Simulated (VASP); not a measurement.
VASP runs on TiSe₂ (1T layered) share one base input (PBE GGA, plane waves, VASP's PBE PAW potentials (set 64)) and change the settings named in each case.

**KPOINTS**
```
Automatic mesh
0
Gamma
9 9 5
0 0 0
```

**INCAR**
```
# general
SYSTEM   =  TiSe2
PREC     =  Accurate
ENCUT    =  400
LREAL    =  F   # projection in real space or not
LASPH    =  T

# electronic loop
EDIFF    =  1E-6   # SCF stop (eV)
NELM     =  100   # most electronic steps
ALGO     =  Normal   # blocked Davidson
LMAXMIX  =  4   # l cut-off of mixed one-centre charges

# smearing
ISMEAR   =  1   # Methfessel-Paxton
SIGMA    =  0.1

# functional
GGA      =  PE

# ions
ISIF     =  2   # forces and stress, cell fixed

# output
LWAVE    =  F
LCHARG   =  F
```

POSCAR:
```
TiSe2
1
    1.8054000000    -3.1270450000     0.0000000000
    1.8054000000     3.1270450000     0.0000000000
    0.0000000000     0.0000000000     6.1302000000
Ti Se
1 2
Direct
  0.0000000000   0.0000000000   0.0000000000
  0.3333330000   0.6666670000   0.2550000000
  0.6666670000   0.3333330000   0.7450000000
```

POTCAR, in this order: Ti_sv Se (PBE.64 set). Program: vasp_std.

```json
[
 {"change": "base run", "E(σ→0) (eV/atom)": "-6.0506", "pressure (GPa)": "-3.30", "−TS (eV)": "-0.0008", "irreducible k-points": "50"},
 {"change": "KGAMMA = .TRUE., KSPACING = 0.2, KPOINTS file removed", "E(σ→0) (eV/atom)": "-6.0507", "pressure (GPa)": "-3.23", "−TS (eV)": "0.0003", "irreducible k-points": "84"},
 {"change": "KGAMMA = .FALSE., KSPACING = 0.4, KPOINTS file removed", "E(σ→0) (eV/atom)": "-6.0515", "pressure (GPa)": "-3.23", "−TS (eV)": "0.0007", "irreducible k-points": "33"},
 {"change": "KGAMMA = .FALSE., KSPACING = 0.16, KPOINTS file removed", "E(σ→0) (eV/atom)": "-6.0503", "pressure (GPa)": "-3.20", "−TS (eV)": "0.0004", "irreducible k-points": "126"},
 {"change": "KGAMMA = .TRUE., KSPACING = 0.8, KPOINTS file removed", "E(σ→0) (eV/atom)": "-5.9415", "pressure (GPa)": "-2.43", "−TS (eV)": "-0.0135", "irreducible k-points": "6"},
 {"change": "KGAMMA = .TRUE., KSPACING = 0.5, KPOINTS file removed", "E(σ→0) (eV/atom)": "-6.0369", "pressure (GPa)": "-3.38", "−TS (eV)": "0.0003", "irreducible k-points": "12"}
]
```

Left out are runs that ran out of time, are held back, or changed the cell or the kind of run, fixed moments of cells without a moment, rows past the twelfth, gaps on odd meshes, pressures of charged cells and columns that move by less than the noise.

The compound is TiSe2 in the 1T layered structure. The cell was not relaxed at this level.
